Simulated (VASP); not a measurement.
OSZICAR of a VASP run on Y:

File OSZICAR:
```
       N       E                     dE             d eps       ncg     rms          rms(c)
DAV:   1     0.156866430661E+03    0.15687E+03   -0.18228E+04  1072   0.997E+02
DAV:   2    -0.399545582196E+00   -0.15727E+03   -0.15469E+03   848   0.250E+02
DAV:   3    -0.243327196721E+02   -0.23933E+02   -0.23573E+02  1232   0.492E+01
DAV:   4    -0.266961720763E+02   -0.23635E+01   -0.23349E+01  1144   0.193E+01
DAV:   5    -0.268493366472E+02   -0.15316E+00   -0.15102E+00  1142   0.410E+00    0.492E+01
DAV:   6    -0.281412451338E+02   -0.12919E+01   -0.54270E+01  1050   0.189E+01    0.341E+01
DAV:   7    -0.302846631402E+02   -0.21434E+01   -0.14676E+02   984   0.185E+01    0.368E+01
DAV:   8    -0.253406872670E+02    0.49440E+01   -0.29293E+01   990   0.124E+01    0.164E+01
DAV:   9    -0.259846984872E+02   -0.64401E+00   -0.25344E+01  1104   0.989E+00    0.188E+01
DAV:  10    -0.244020463657E+02    0.15827E+01   -0.11164E+01   984   0.642E+00    0.578E+00
DAV:  11    -0.244101887607E+02   -0.81424E-02   -0.67735E-01   984   0.211E+00    0.542E+00
DAV:  12    -0.243932836727E+02    0.16905E-01   -0.89981E-02  1080   0.886E-01    0.492E+00
DAV:  13    -0.243556139422E+02    0.37670E-01   -0.55883E-01   992   0.205E+00    0.297E+00
DAV:  14    -0.243311106573E+02    0.24503E-01   -0.22560E-01  1096   0.989E-01    0.118E+00
DAV:  15    -0.243308350151E+02    0.27564E-03   -0.16748E-02  1016   0.320E-01    0.743E-01
DAV:  16    -0.243311842084E+02   -0.34919E-03   -0.70281E-03  1008   0.289E-01    0.455E-01
DAV:  17    -0.243308528501E+02    0.33136E-03   -0.37472E-03  1016   0.137E-01    0.273E-01
DAV:  18    -0.243307661008E+02    0.86749E-04   -0.55241E-04   928   0.710E-02    0.118E-01
DAV:  19    -0.243307801888E+02   -0.14088E-04   -0.75327E-04  1112   0.530E-02    0.919E-02
DAV:  20    -0.243307188983E+02    0.61291E-04   -0.26965E-04   958   0.357E-02    0.266E-02
DAV:  21    -0.243306825650E+02    0.36333E-04   -0.25499E-04   984   0.431E-02    0.560E-02
DAV:  22    -0.243306904646E+02   -0.78996E-05   -0.23109E-05   832   0.159E-02    0.444E-02
DAV:  23    -0.243306981688E+02   -0.77042E-05   -0.16035E-05   608   0.103E-02    0.557E-02
DAV:  24    -0.243307051515E+02   -0.69828E-05   -0.12017E-04   968   0.272E-02    0.119E-02
DAV:  25    -0.243307211191E+02   -0.15968E-04   -0.60271E-06   616   0.851E-03    0.106E-02
DAV:  26    -0.243307302197E+02   -0.91005E-05   -0.29494E-06   634   0.653E-03    0.126E-02
DAV:  27    -0.243307553962E+02   -0.25177E-04   -0.68878E-06   574   0.979E-03    0.729E-03
DAV:  28    -0.243307597573E+02   -0.43611E-05   -0.19603E-06   492   0.424E-03    0.377E-03
DAV:  29    -0.243307697594E+02   -0.10002E-04   -0.12672E-06   518   0.361E-03    0.254E-03
DAV:  30    -0.243307776349E+02   -0.78754E-05   -0.76825E-07   492   0.234E-03    0.282E-03
DAV:  31    -0.243307791924E+02   -0.15575E-05   -0.45794E-07   452   0.114E-03    0.157E-03
DAV:  32    -0.243307804633E+02   -0.12710E-05   -0.35485E-07   428   0.805E-04    0.127E-03
DAV:  33    -0.243307822031E+02   -0.17397E-05   -0.40402E-07   448   0.695E-04    0.373E-04
DAV:  34    -0.243307823708E+02   -0.16771E-06   -0.24540E-07   420   0.415E-04
   1 F= -.24330782E+02 E0= -.24238738E+02  d E =-.184088E+00
```

Task: Which electronic solver shows in the log?

Result: It is blocked Davidson (ALGO = Normal, or the opening steps of other solvers). The INCAR had ALGO = Normal.

Task: Can the final energy be trusted as converged?

Result: The calculation finished and met its thresholds. It stopped with EDIFF = 1E-6, NELM = 100 (PBE GGA, plane waves, VASP's PBE PAW potentials (set 64)).  The cell holds a wide vacuum, so values per volume refer to the whole cell.

The cell is a sheet with vacuum, built from a generated structure.
